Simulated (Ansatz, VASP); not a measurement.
# Al6Si in two plane-wave programs

Wanted: the spread between two codes on one cell, functional and k mesh. The cell is generated by rule, not measured, and may not be a known phase. The cell is taken from a series of runs on this material, whose earlier steps may have relaxed, scaled, displaced or heated it; both programs get it as it stands.

Main program and level: Ansatz 0.2.0; plane waves, with VASP 6.6.1 beside it; zone-centre phonons at PBEsol.

The structure was built from a prototype and need not be the compound's stable phase.

### 1. Set-up

Symmetry: C2/m, No. 12, monoclinic system. Conventional cell: a = 6.495 Å, b = 8.096 Å, c = 4.764 Å, α = 90.00°, β = 103.57°, γ = 90.00°. Nearest to Si lie 6 Al at 2.62 to 2.65 Å. Al has 1 Si at 2.62 Å and 9 Al at 2.71 to 2.85 Å nearest. Al has 1 Si at 2.65 Å and 7 Al at 2.71 to 2.85 Å nearest. Farther neighbours are not listed.

### 2. Ansatz: zone-centre phonons, PBEsol

Ansatz runs on its default PAW (the set named soft_2) files.

Second derivatives magnify differences that forces hide, and they need a tight electronic threshold.

input.yaml

```yaml
crystal:
  lattice:
    - [3.2472883259, -4.0480567977, 0.0004442374]
    - [3.2472883259, 4.0480567977, 0.0004442374]
    - [-1.118398411, 0.0, 4.6313112258]
  atoms:
    - { symbol: Si, position: [0.0, 0.0, 0.0] }
    - { symbol: Al, position: [0.3270427599, 0.3270427599, 0.7664552576] }
    - { symbol: Al, position: [0.1361497803, 0.5073214536, 0.2718693401] }
    - { symbol: Al, position: [0.6729572401, 0.6729572401, 0.2335447424] }
    - { symbol: Al, position: [0.8638502197, 0.4926785464, 0.7281306599] }
    - { symbol: Al, position: [0.4926785464, 0.8638502197, 0.7281306599] }
    - { symbol: Al, position: [0.5073214536, 0.1361497803, 0.2718693401] }
kpoints:
  mp_grid: { grid: [6, 6, 6] }
hamiltonian:
  xc: pbesol
scf:
  occupations: { method: methfessel_paxton, width: 0.15 }
output:
  eigenvalues: true
phonons:
  method: dfpt
```

Started as:

```sh
$ ansatz run input.yaml --threads 8 --pin off --max-ram 14336MiB --backend cpu --events-out ev --progress --plain --runs-dir out
```

Numbers of over 12 decimals in the logs are rounded to 6 here.

What it wrote:

```text
Engine: ansatz 0.2.0, aarch64-unknown-linux-gnu
Pseudopotentials: kind: paw
Pseudopotential: Si, paw, valence charge 4, recommended cutoff 420 eV (normal), Si.paw.azcp
Pseudopotential: Al, paw, valence charge 3, recommended cutoff 420 eV (normal), Al.paw.azcp
Functional definition: PBEsol
  exchange = pbesol_x
  correlation = pbesol_c
Crystal: 7 atoms, lattice volume = 121.763 Å³
Basis set: ecut = 420 eV, 2363 PW (Γ), exchange–correlation on 72×72×64 points (8 copies of the dense FFT grid, shifted against one another)
Bands: 18, of which v1, the nominal top of the filled ones, is band 11 counted from 1 (10 counted from 0)
Symmetry: 4 space group operations
k-points: 112 of 216 (irreducible under 1 space group operation, time reversal used)
Non-local potential: Si, projectors of the file, l = 0: 2, l = 1: 2, l = 2: 2
Non-local potential: Al, projectors of the file, l = 0: 2, l = 1: 2, l = 2: 1
PAW form: soft (Blöchl's): semilocal exchange-correlation on the pseudo side does not see the compensation charge
PAW frozen core: Si, regenerated for the run's functional, and the local potential with it (the file was generated under x = pbe(κ = 0.804, μ = 0.219515), c = pbe(β = 0.066725))
PAW frozen core: Al, regenerated for the run's functional, and the local potential with it (the file was generated under x = pbe(κ = 0.804, μ = 0.219515), c = pbe(β = 0.066725))
PAW one-centre angular grid: Si, 110 points (default); XC on 64 Gauss nodes
PAW one-centre angular grid: Al, 110 points (default); XC on 64 Gauss nodes
Initial density: superposition of atomic densities (neutral atoms: chi_scale 0, normalization atom), corrected by the library's trained network
Initial wavefunctions: pseudopotential atomic-orbital guess
Functional: x = pbesol(κ = 0.804, μ = 0.123457), c = pbesol(β = 0.046)
SCF iter   1: F=—  HF=-3767.577208 eV  |F-HF|=—  |Δ(HF+E_count)|=         —  Δρ=1.81e-3  dr2=6.50e-3  ethr=1.77e-3  ⟨swp⟩=6.6  Hψ=12453  notcnv=0
preconditioner: auto → Kerker (q_TF=auto, 2.051 Å⁻¹)  [metal: Δε(μ)=0.019 eV  Ē_g=6.714 eV  σ=0.150 eV  W_gap=0.11  n_scr=18 (ndim 8)  ℏωp=15.8 eV  f_vac=0.000  D(μ)=2.51/eV (n_scr^D=12)]
SCF iter   2: F=—  HF=-3767.576760 eV  |F-HF|=—  |Δ(HF+E_count)|=   4.48e-4  S|Δr|=    0.00e0  Δρ=1.09e-3  dr2=1.98e-3  ethr=2.96e-5  ⟨swp⟩=2.0  Hψ=3620  notcnv=0
SCF iter   3: F=—  HF=-3767.576599 eV  |F-HF|=—  |Δ(HF+E_count)|=   1.61e-4  S|Δr|=    0.00e0  Δρ=1.40e-4  dr2=3.46e-5  ethr=8.98e-6  ⟨swp⟩=2.6  Hψ=3060  notcnv=0
SCF iter   4: F=—  HF=-3767.576600 eV  |F-HF|=—  |Δ(HF+E_count)|=   1.06e-6  S|Δr|=    0.00e0  Δρ=4.67e-5  dr2=4.76e-6  ethr=1.57e-7  ⟨swp⟩=2.1  Hψ=2942  notcnv=0
SCF iter   5: F=—  HF=-3767.576601 eV  |F-HF|=—  |Δ(HF+E_count)|=   9.20e-7  S|Δr|=    0.00e0  Δρ=9.98e-6  dr2=2.90e-7  ethr=2.16e-8  ⟨swp⟩=2.0  Hψ=2973  notcnv=0
SCF iter   6: F=—  HF=-3767.576601 eV  |F-HF|=—  |Δ(HF+E_count)|=   2.33e-8  S|Δr|=    0.00e0  Δρ=1.78e-6  dr2=5.47e-9  ethr=1.32e-9  ⟨swp⟩=2.7  Hψ=3106  notcnv=0
SCF iter   7: F=—  HF=-3767.576601 eV  |F-HF|=—  |Δ(HF+E_count)|=   1.27e-9  S|Δr|=    0.00e0  Δρ=1.82e-7  dr2=5.09e-11  ethr=2.49e-11  ⟨swp⟩=2.1  Hψ=3168  notcnv=0
SCF iter   8: F=-3767.576601 eV  HF=-3767.576601 eV  |F-HF|=1.36e-12  |Δ(HF+E_count)|=  1.27e-11  S|Δr|=    0.00e0  Δρ=2.98e-8  dr2=1.43e-12  ethr=1.00e-12  ⟨swp⟩=8.8  Hψ=9810  notcnv=0
SCF 1 converged in 8 iterations: F = -3767.576601 eV  dr2 = 1.43e-12
  greatest PAW one-centre occupation: 0.677 electrons in one spin orbital (limit 2), on the Si atom at site 0 (counted from 0), in its partial waves of l = 0
DFPT response loops at Γ: preconditioner auto → Kerker (q_TF=auto, 2.051 Å⁻¹) (partly filled bands, converged f_vac=0.000); β = 1.00, the filter's whole step (`scf.mixing.beta` (0.50) is not read by the response loops under this deck's `scf.mixing.preconditioner`; to damp them name `kerker` or `kerker_dos`, under which they read `scf.mixing.beta`, and type it under 1.00, their step now; both keys bind the ground state too); Broyden in place of MSR1
SCF converged after 8 iterations
Stability not checked: this state was not tested for a lower state beside it, because cold or Methfessel-Paxton smearing, or corrected tetrahedra, fill the levels in a way that the test cannot read (fill_not_monotonic; see scf.lower_state_search)
Free energy (F): -3767.576601 eV
Harris-Foulkes:  -3767.576601 eV  (|F-HF|=1.36e-12)
Internal energy: -3767.578240 eV  (E = F + TS)
E sigma→0 (E₀):  -3767.577011 eV
Entropy (-TS):   0.001639 eV (0.234 meV/atom)
Fermi energy:    7.360561 eV
--- Per-component energies (eV) ---
  E_band       = 62.686213
  E_kinetic    = 175.457124
  E_local      = 22.479478  (includes V_loc(G=0)·N_el)
  E_nonlocal   = 89.269192
  E_hartree    = 10.026660
  E_xc         = -290.308229
  E_vxc        = -220.640663  (∫ρ·V_xc dr)
  E_paw        = -3226.953163  (= ΣΔE_a)
  E_vpaw       = -23.932232  (= ΣTr[D̂ρ^β])
  E_aug_tail   = -0.000008  (compensation charges beyond the density's cutoff)
  E_ewald      = -547.695689
  E_core_change = 0.146395  (= ΣΔE_core)
  E_smearing   = 0.001639  (= −TS)
  E_closure    = 0.000000  (closes the sum)
  Σ components = -3767.576601   (vs F -3767.576601, Δ=0.00e0)
--- Band table (eV; the first three rows and the last of 112) ---
  k-point 0: bands = [... 7 lower, 4.5794, 5.0105, 5.7591, 6.2843, 7.0955, 7.5018, 9.0980, 10.1728, ... 3 higher]
  k-point 1: bands = [... 7 lower, 4.6855, 5.0787, 5.0906, 6.0145, 8.0206, 8.3867, 8.4670, 9.1075, ... 3 higher]
  k-point 2: bands = [... 7 lower, 4.1445, 5.0328, 5.9466, 6.1643, 7.2000, 7.8389, 8.2809, 8.7055, ... 3 higher]
  k-point 111: bands = [... 7 lower, 3.3659, 8.0568, 8.4765, 8.6275, 9.6231, 10.4711, 10.5579, 10.7213, ... 3 higher]
--- Phonons (Γ-DFPT): 9 representative perturbations + reference, on 112 of 216 k-points (Σ response iterations 27) ---
  k mesh reduced under 1 symmetry operation, with k and −k counted as one. Each operation leaves every solved perturbation unchanged. A smaller set is not used because it would not reduce the number of displacements times k-points to solve
  ASR residual: 3.313e-5 → 0.000e0 eV/Å²; symmetrization residual: 1.443e-6 eV/Å²
  ASR residual per site (eV/Å²): 1.22e-5 3.31e-5 1.56e-5 3.31e-5 1.56e-5 1.56e-5 1.56e-5
  Γ frequencies (cm⁻¹): -26.97 0.00 0.00 0.00 84.69 103.63 113.92 147.90 167.33 176.82 195.69 216.03 229.59 251.59 256.72 279.59 310.68 312.32 337.19 344.02 356.65
  non-analytic LO–TO correction: not included (Born effective charges unavailable; polar crystals: no LO–TO splitting at Γ)
```

### 3. VASP: zone-centre phonons, PBEsol

The same cell, functional, mesh and smearing now go to VASP, with its own data sets.

Lines of VASP's logs that name or quote its potential files are left out, and so is its time.

INCAR

```
SYSTEM = Al6Si
PREC = Accurate
ENCUT = 500
EDIFF = 1E-08
NELM = 120
ISMEAR = 1
SIGMA = 0.15
LREAL = .FALSE.
ALGO = Normal
GGA = PS
NBANDS = 18
LORBIT = 11
LWAVE = .FALSE.
LCHARG = .FALSE.
ISIF = 2
IBRION = 8
LASPH = .TRUE.
GGA_COMPAT = .FALSE.
KPAR = 2
```

POSCAR

```
Al6Si
1.0
    3.2472883259     -4.0480567977      0.0004442374
    3.2472883259      4.0480567977      0.0004442374
   -1.1183984110      0.0000000000      4.6313112258
Si Al
1 6
Direct
    0.0000000000      0.0000000000      0.0000000000
    0.3270427599      0.3270427599      0.7664552576
    0.1361497803      0.5073214536      0.2718693401
    0.6729572401      0.6729572401      0.2335447424
    0.8638502197      0.4926785464      0.7281306599
    0.4926785464      0.8638502197      0.7281306599
    0.5073214536      0.1361497803      0.2718693401
```

KPOINTS

```
Automatic mesh
0
Gamma
6 6 6
0 0 0
```

The projector-augmented-wave data sets are Si and Al (PBE family, release 64).

Started as:

```sh
$ mpirun -np 2 vasp_std
```

What it wrote:

```text
[banner, memory and clock lines left out]
running    2 mpi-ranks, on    1 nodes
 distrk:  each k-point on    1 cores,    2 groups
 distr:  one band on    1 cores,    1 groups

 POSCAR found type information on POSCAR SiAl
 POSCAR found :  2 types and       7 ions
|                                                                             |
|               ----> ADVICE to this user running VASP <----                  |
|                                                                             |
|     You enforced a specific xc type in the INCAR file but a different       |
|     [... a line on the potential file left out ...]
|     I HOPE YOU KNOW WHAT YOU ARE DOING!                                     |
|                                                                             |

 LDA part: xc-table for (Slater+PW92), standard interpolation
 POSCAR, INCAR and KPOINTS ok, starting setup
 FFT: planning ... GRIDC
 FFT: planning ... GRID_SOFT
 FFT: planning ... GRID
 WAVECAR not read
 entering main loop
       N       E                     dE             d eps       ncg     rms          rms(c)
DAV:   1     0.210547358052E+02    0.21055E+02   -0.77786E+03  2448   0.936E+02
DAV:   2    -0.275856156718E+02   -0.48640E+02   -0.47132E+02  3132   0.120E+02
DAV:   3    -0.293728407472E+02   -0.17872E+01   -0.17541E+01  3212   0.205E+01
DAV:   4    -0.293930572330E+02   -0.20216E-01   -0.20180E-01  3116   0.255E+00
DAV:   5    -0.293933462436E+02   -0.28901E-03   -0.28899E-03  3114   0.324E-01    0.439E+00
DAV:   6    -0.291830944811E+02    0.21025E+00   -0.17974E-01  2952   0.171E+00    0.249E+00
DAV:   7    -0.290984708104E+02    0.84624E-01   -0.13609E-01  3144   0.155E+00    0.376E-01
DAV:   8    -0.290946943655E+02    0.37764E-02   -0.15943E-02  2766   0.621E-01    0.175E-01
DAV:   9    -0.290944881076E+02    0.20626E-03   -0.67919E-04  2874   0.143E-01    0.935E-02
DAV:  10    -0.290944786174E+02    0.94902E-05   -0.10865E-04  3064   0.468E-02    0.216E-02
DAV:  11    -0.290944776057E+02    0.10117E-05   -0.98871E-06  3042   0.162E-02    0.562E-03
DAV:  12    -0.290944765328E+02    0.10729E-05   -0.39240E-06  2922   0.855E-03    0.257E-03
DAV:  13    -0.290944764030E+02    0.12977E-06   -0.26123E-07  2790   0.266E-03    0.934E-04
DAV:  14    -0.290944763263E+02    0.76722E-07   -0.18718E-08  2100   0.706E-04    0.332E-04
DAV:  15    -0.290944763073E+02    0.19030E-07   -0.27797E-09  1514   0.301E-04    0.183E-04
DAV:  16    -0.290944763114E+02   -0.41355E-08   -0.46720E-10  1472   0.142E-04
   1 F= -.29094476E+02 E0= -.29095014E+02  d E =0.161455E-02
 Linear response reoptimize wavefunctions to high precision
DAV:   1    -0.290944763079E+02    0.35454E-08   -0.93885E-11  1502   0.613E-05
DAV:   2    -0.290944763079E+02   -0.42064E-11   -0.23555E-11  1446   0.307E-05
 Linear response DOF=           9
 Linear response progress:
  Degree of freedom:   1/  9
       N       E                     dE             d eps       ncg     rms          rms(c)
RMM:   1    -0.251218002844E-01   -0.25122E-01    0.80518E-02  6263   0.885E-01
RMM:   2    -0.224534218869E-01    0.26684E-02   -0.14894E-03  3815   0.211E-01    0.835E-02
RMM:   3    -0.224192778409E-01    0.34144E-04   -0.71528E-04  3845   0.844E-02    0.391E-02
RMM:   4    -0.225303586652E-01   -0.11108E-03   -0.11214E-04  3988   0.330E-02    0.159E-02
RMM:   5    -0.225655006963E-01   -0.35142E-04   -0.91651E-06  4010   0.116E-02    0.290E-03
RMM:   6    -0.225800582864E-01   -0.14558E-04   -0.20816E-06  4008   0.444E-03    0.149E-03
RMM:   7    -0.225726951040E-01    0.73632E-05   -0.36791E-07  4112   0.191E-03    0.560E-04
RMM:   8    -0.225736046487E-01   -0.90954E-06   -0.22166E-08  4244   0.326E-04    0.899E-05
RMM:   9    -0.225743942239E-01   -0.78958E-06    0.19621E-09  4145   0.202E-04    0.593E-05
RMM:  10    -0.225742008355E-01    0.19339E-06    0.20141E-08  4238   0.665E-05    0.623E-06
RMM:  11    -0.225741720768E-01    0.28759E-07   -0.29256E-08  4388   0.222E-05    0.435E-06
RMM:  12    -0.225741907057E-01   -0.18629E-07   -0.21802E-08  4335   0.153E-05    0.184E-06
RMM:  13    -0.225741891716E-01    0.15341E-08   -0.19671E-09  4098   0.105E-05    0.250E-07
 first order change of Fermi-energy  -0.72603E-04
 force on displaced ion       1 direction 1 :  -7.029  -0.000  -1.005
 Linear response progress:
  Degree of freedom:   2/  9
       N       E                     dE             d eps       ncg     rms          rms(c)
RMM:   1    -0.229485695116E-01   -0.22949E-01    0.40901E-02  6178   0.803E-01
RMM:   2    -0.206675942106E-01    0.22810E-02   -0.10983E-03  3806   0.179E-01    0.555E-02
RMM:   3    -0.206858483567E-01   -0.18254E-04   -0.30017E-04  3882   0.584E-02    0.263E-02
RMM:   4    -0.207601755991E-01   -0.74327E-04   -0.85493E-05  3993   0.291E-02    0.950E-03
RMM:   5    -0.207513096545E-01    0.88659E-05   -0.30286E-06  4052   0.777E-03    0.169E-03
RMM:   6    -0.207584985612E-01   -0.71889E-05   -0.46487E-07  4081   0.210E-03    0.805E-04
RMM:   7    -0.207557158216E-01    0.27827E-05   -0.50125E-08  4162   0.810E-04    0.317E-04
RMM:   8    -0.207566715685E-01   -0.95575E-06   -0.10784E-08  4223   0.206E-04    0.348E-05
RMM:   9    -0.207569359731E-01   -0.26440E-06    0.20198E-08  4304   0.904E-05    0.188E-05
RMM:  10    -0.207568198188E-01    0.11615E-06    0.15856E-08  4268   0.367E-05    0.392E-06
[...]
RMM:   9    -0.867634806461E-02   -0.22785E-07   -0.52643E-09  4351   0.504E-05    0.244E-05
RMM:  10    -0.867632993152E-02    0.18133E-07   -0.88994E-09  4293   0.211E-05    0.646E-06
RMM:  11    -0.867634505632E-02   -0.15125E-07   -0.29343E-09  4296   0.105E-05    0.114E-06
RMM:  12    -0.867634307177E-02    0.19846E-08    0.20169E-10  4015   0.596E-06    0.439E-07
 first order change of Fermi-energy  -0.65004E-01
 force on displaced ion       2 direction 1 :  -5.658  -0.000   1.032
 Linear response progress:
  Degree of freedom:   5/  9
       N       E                     dE             d eps       ncg     rms          rms(c)
RMM:   1    -0.104145755927E-01   -0.10415E-01    0.22529E-02 10890   0.553E-01
RMM:   2    -0.874638235265E-02    0.16682E-02   -0.50411E-04  6244   0.133E-01    0.542E-02
RMM:   3    -0.867600337658E-02    0.70379E-04   -0.36267E-04  6284   0.605E-02    0.237E-02
RMM:   4    -0.873026604775E-02   -0.54263E-04   -0.58292E-05  6581   0.250E-02    0.970E-03
RMM:   5    -0.874532336883E-02   -0.15057E-04   -0.24079E-06  6665   0.703E-03    0.303E-03
RMM:   6    -0.875269683805E-02   -0.73735E-05   -0.16966E-07  6720   0.223E-03    0.541E-04
RMM:   7    -0.874996214141E-02    0.27347E-05   -0.17861E-08  6844   0.100E-03    0.168E-04
RMM:   8    -0.875053154991E-02   -0.56941E-06   -0.59667E-09  6997   0.230E-04    0.481E-05
RMM:   9    -0.875065525113E-02   -0.12370E-06   -0.74527E-09  7225   0.570E-05    0.197E-05
RMM:  10    -0.875058887207E-02    0.66379E-07   -0.13586E-08  6982   0.348E-05    0.565E-06
RMM:  11    -0.875061705208E-02   -0.28180E-07   -0.27249E-09  7052   0.137E-05    0.121E-06
RMM:  12    -0.875061540184E-02    0.16502E-08   -0.10368E-09  6938   0.674E-06    0.777E-07
 first order change of Fermi-energy   0.19350E-04
 force on displaced ion       2 direction 2 :   0.000  -6.473  -0.001
 Linear response progress:
  Degree of freedom:   6/  9
       N       E                     dE             d eps       ncg     rms          rms(c)
RMM:   1    -0.962853067628E-02   -0.96285E-02    0.16237E-02  6326   0.520E-01
RMM:   2    -0.813743669325E-02    0.14911E-02   -0.50180E-04  3808   0.130E-01    0.484E-02
RMM:   3    -0.810693654741E-02    0.30500E-04   -0.23293E-04  3860   0.520E-02    0.229E-02
RMM:   4    -0.815851005135E-02   -0.51574E-04   -0.56505E-05  3999   0.251E-02    0.844E-03
RMM:   5    -0.816437544926E-02   -0.58654E-05   -0.17006E-06  4064   0.629E-03    0.264E-03
RMM:   6    -0.816686254949E-02   -0.24871E-05   -0.10010E-07  4108   0.157E-03    0.573E-04
RMM:   7    -0.816519460852E-02    0.16679E-05   -0.24662E-08  4180   0.611E-04    0.165E-04
RMM:   8    -0.816554255943E-02   -0.34795E-06    0.83139E-09  4220   0.191E-04    0.584E-05
RMM:   9    -0.816554009152E-02    0.24679E-08    0.19685E-09  4360   0.474E-05    0.163E-05
 first order change of Fermi-energy  -0.47218E-01
 force on displaced ion       2 direction 3 :   1.033  -0.000  -5.106
 Linear response progress:
  Degree of freedom:   7/  9
       N       E                     dE             d eps       ncg     rms          rms(c)
RMM:   1    -0.969161976908E-02   -0.96916E-02    0.15638E-02 10804   0.529E-01
RMM:   2    -0.825631768695E-02    0.14353E-02   -0.52194E-04  6292   0.133E-01    0.481E-02
RMM:   3    -0.820143480738E-02    0.54883E-04   -0.25764E-04  6370   0.533E-02    0.223E-02
RMM:   4    -0.822973438225E-02   -0.28300E-04   -0.33591E-05  6672   0.203E-02    0.995E-03
RMM:   5    -0.823574681685E-02   -0.60124E-05   -0.16249E-06  6754   0.645E-03    0.276E-03
RMM:   6    -0.823795508555E-02   -0.22083E-05    0.11116E-07  6805   0.187E-03    0.644E-04
RMM:   7    -0.823578247603E-02    0.21726E-05   -0.74251E-08  6930   0.752E-04    0.148E-04
RMM:   8    -0.823608042191E-02   -0.29795E-06    0.75188E-09  6987   0.198E-04    0.551E-05
RMM:   9    -0.823607919971E-02    0.12222E-08    0.66710E-09  7213   0.484E-05    0.189E-05
 first order change of Fermi-energy   0.25912E-01
 force on displaced ion       3 direction 1 :  -3.130   1.480  -0.605
 Linear response progress:
  Degree of freedom:   8/  9
       N       E                     dE             d eps       ncg     rms          rms(c)
RMM:   1    -0.967604495946E-02   -0.96760E-02    0.21952E-02 10788   0.544E-01
RMM:   2    -0.835939650803E-02    0.13166E-02   -0.52343E-04  6266   0.136E-01    0.511E-02
RMM:   3    -0.830409431122E-02    0.55302E-04   -0.31637E-04  6316   0.582E-02    0.229E-02
RMM:   4    -0.834777374798E-02   -0.43679E-04   -0.47359E-05  6626   0.233E-02    0.977E-03
RMM:   5    -0.835682617333E-02   -0.90524E-05   -0.23736E-06  6752   0.668E-03    0.281E-03
RMM:   6    -0.836139304629E-02   -0.45669E-05   -0.17423E-07  6754   0.221E-03    0.540E-04
RMM:   7    -0.835867520834E-02    0.27178E-05   -0.86842E-08  6912   0.973E-04    0.190E-04
RMM:   8    -0.835910201031E-02   -0.42680E-06    0.41767E-09  7031   0.223E-04    0.588E-05
RMM:   9    -0.835933626702E-02   -0.23426E-06   -0.93873E-09  7189   0.854E-05    0.246E-05
RMM:  10    -0.835928863685E-02    0.47630E-07    0.19492E-09  7014   0.342E-05    0.624E-06
RMM:  11    -0.835928170492E-02    0.69319E-08   -0.25740E-09  7336   0.126E-05    0.164E-06
 first order change of Fermi-energy   0.62586E-01
 force on displaced ion       3 direction 2 :   1.485  -4.715  -0.172
 Linear response progress:
  Degree of freedom:   9/  9
       N       E                     dE             d eps       ncg     rms          rms(c)
RMM:   1    -0.982954095164E-02   -0.98295E-02    0.17415E-02 10838   0.528E-01
RMM:   2    -0.834397591089E-02    0.14856E-02   -0.50275E-04  6253   0.130E-01    0.521E-02
RMM:   3    -0.830666423097E-02    0.37312E-04   -0.26817E-04  6343   0.541E-02    0.247E-02
RMM:   4    -0.836231333028E-02   -0.55649E-04   -0.51392E-05  6598   0.241E-02    0.981E-03
RMM:   5    -0.837814078757E-02   -0.15827E-04   -0.20846E-06  6752   0.658E-03    0.329E-03
RMM:   6    -0.838330471177E-02   -0.51639E-05    0.34308E-08  6787   0.184E-03    0.551E-04
RMM:   7    -0.838177102494E-02    0.15337E-05    0.53396E-09  6933   0.667E-04    0.151E-04
RMM:   8    -0.838217436643E-02   -0.40334E-06    0.92318E-09  6976   0.217E-04    0.452E-05
RMM:   9    -0.838213646371E-02    0.37903E-07    0.92197E-09  7187   0.522E-05    0.144E-05
RMM:  10    -0.838213313484E-02    0.33289E-08    0.13734E-10  7145   0.191E-05    0.494E-06
 first order change of Fermi-energy   0.25668E-01
 force on displaced ion       3 direction 3 :  -0.605  -0.174  -6.067
 Linear response finished
```

[end of part 1 of 2]

[Lines on the potential files, build, host, timing and source positions are cut from VASP's logs without a mark.]

[Logs are printed without paths, hosts, clocks, repeated set-up lines and the standing remarks that a program may print on its own settings, such as how far it seeks lower states.]

[Hosts, paths, dates, database ids (printed as entryN), source tags and the programs' standing remarks are cut or masked in the printed files.]
